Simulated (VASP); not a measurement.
A convergence study with VASP on PbTe (rock salt): one setting is varied, all else stays as given below, so the limit is that of these other settings. The cell's lengths are 1 % over those of the tabulated start and one atom is moved, so it is off equilibrium.

```
PbTe
1.0
    0.00000     3.26230     3.26230
    3.26230     0.00000     3.26230
    3.26230     3.26230     0.00000
Te Pb
1 1
Direct
  0.50000   0.50000   0.50000
  0.99071   0.00929   0.00929
```

Calculation: LDA (Ceperley-Alder, Perdew-Zunger), VASP's LDA PAW potentials (set 64) (plane waves; VASP). The tightest run used: 1000 eV cut-off, 8×8×8 Γ-centred mesh, Gaussian smearing of 0.050 eV, potentials Te Pb_d.

Unless said otherwise, spin-orbit coupling is left out, though it shifts the bands of the heavy elements here. Gaps are read on the run's mesh, which can miss a band edge.

### Question
The settings run are ENCUT = 150; ENCUT = 250; ENCUT = 350; ENCUT = 450; ENCUT = 550; ENCUT = 600; ENCUT = 650; ENCUT = 700; ENCUT = 750; ENCUT = 800; ENCUT = 850; ENCUT = 1000. From which on does the energy per atom stay within 0.005 eV/atom of the tightest run?

### Answer
From ENCUT = 250 on: it is off by 0.0014 there and by no more than 0.005 in any finer run, while ENCUT = 150 is off by 2.8330.
```
setting       E (eV/atom)  pressure (GPa)  gap on the mesh (eV)  plane waves  difference judged (eV/atom)
------------  -----------  --------------  --------------------  -----------  ---------------------------
ENCUT = 150       -1.5349         -144.48                 0.786          303                       2.8330
ENCUT = 250       -4.3665           -2.77                 0.713          636                       0.0014
ENCUT = 350       -4.3669           -2.95                 0.713         1056                       0.0010
ENCUT = 450       -4.3681           -2.69                 0.713         1540                       0.0002
ENCUT = 550       -4.3679           -2.72                 0.713         2085                       0.0001
ENCUT = 600       -4.3679           -2.70                 0.713         2337                       0.0000
ENCUT = 650       -4.3680           -2.69                 0.713         2655                       0.0000
ENCUT = 700       -4.3680           -2.69                 0.713         2954                       0.0000
ENCUT = 750       -4.3679           -2.70                 0.713         3287                       0.0000
ENCUT = 800       -4.3680           -2.70                 0.713         3593                       0.0000
ENCUT = 850       -4.3679           -2.69                 0.713         3940                       0.0000
ENCUT = 1000      -4.3679           -2.69                 0.713         5029                       0.0000
```

Left out are rungs that failed or repeat a setting and relaxations that didn't move; long series are thinned to 24 rows.

The compound is PbTe in the rock salt structure. The cell was not relaxed at this level, it is distorted from the ideal structure.
